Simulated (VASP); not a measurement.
Input:

```yaml
crystal:
  lattice:
    - [1.76419, -3.05566, 0.00000]
    - [1.76419, 3.05566, 0.00000]
    - [0.00000, 0.00000, 6.03085]
  atoms:
    - { symbol: Ti, position: [0.00000, 0.00000, 0.00000] }
    - { symbol: Se, position: [0.33333, 0.66667, 0.25596] }
    - { symbol: Se, position: [0.66667, 0.33333, 0.74404] }
```

The numbers are results of PBE GGA with D3 dispersion (zero damping), VASP's PBE PAW potentials (set 64) (plane waves; VASP), not measurements. Settings: 520 eV cut-off, 11×11×6 Γ-centred mesh, tetrahedra with Blöchl corrections, potentials Ti_sv Se.

Estimate the energy per atom (σ→0), band gap (on the k-mesh) with the smallest direct gap where there is one.

band gap (on the k-mesh): none (metal, semimetal or under 0.01 eV)
energy per atom (σ→0): -6311 meV/atom

Only differences to runs with the same potentials and settings are physical.

The compound is TiSe2 in the 1T layered structure. It was relaxed first.
